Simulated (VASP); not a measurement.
All values below come from TPSS meta-GGA, VASP's PBE PAW potentials (set 64) (plane waves; VASP 6.6.1).

VASP ran on this input.

INCAR:
```
! general
SYSTEM  = KI
PREC    = Accurate
ENCUT   = 520   ! plane-wave cut-off (eV)
LREAL   = F   ! projection in real space or not
LASPH   = T

! electronic loop
EDIFF   = 1E-7   ! SCF stop (eV)
NELM    = 100   ! most electronic steps
ALGO    = Normal   ! blocked Davidson
LMAXMIX = 4   ! l cut-off of mixed one-centre charges
LMIXTAU = T

! smearing
ISMEAR  = 0   ! Gaussian
SIGMA   = 0.05   ! width (eV)

! functional
METAGGA = TPSS

! ions
ISIF    = 2   ! forces and stress, cell fixed

! output
LWAVE   = F
LCHARG  = F
```

### KPOINTS
```
Regular mesh
0
Gamma
6 6 6
```

### POSCAR
```
KI
1
    0.0000000000     3.5449077555     3.5449077555
    3.5449077555     0.0000000000     3.5449077555
    3.5449077555     3.5449077555     0.0000000000
K I
1 1
Direct
  0.0000000000   0.0000000000   0.0000000000
  0.5000000000   0.5000000000   0.5000000000
```

POTCAR, in this order: K_sv I (PBE.64 set). Program: vasp_std.

Unless said otherwise, spin-orbit coupling is left out, though it shifts the bands of the heavy elements here.

Problem. What does the run give for the energy per atom (σ→0), band gap (on the k-mesh)?

Solution. 
```
Item                              Result
------------------------  --------------
energy per atom (σ→0)     -9.982 eV/atom
band gap (on the k-mesh)         4.35 eV
```

OSZICAR:
```
...
DAV:  19    -0.199648642194E+02   -0.76830E-05   -0.32677E-06   492   0.234E-02    0.195E-02
DAV:  20    -0.199648617702E+02    0.24491E-05   -0.16489E-06   620   0.128E-02    0.216E-02
DAV:  21    -0.199648634031E+02   -0.16329E-05   -0.33024E-06   408   0.222E-02    0.336E-03
DAV:  22    -0.199648644806E+02   -0.10775E-05   -0.36681E-07   480   0.830E-03    0.528E-03
DAV:  23    -0.199648642764E+02    0.20421E-06   -0.23678E-07   344   0.614E-03    0.237E-03
DAV:  24    -0.199648647340E+02   -0.45754E-06   -0.12752E-07   384   0.407E-03    0.124E-03
DAV:  25    -0.199648648076E+02   -0.73629E-07   -0.16971E-08   256   0.780E-04
   1 F= -.19964865E+02 E0= -.19964865E+02  d E =-.389491E-17
```

The compound is KI in the rock salt structure. This cell is one point of a volume scan, at 0.94 of the reference volume.
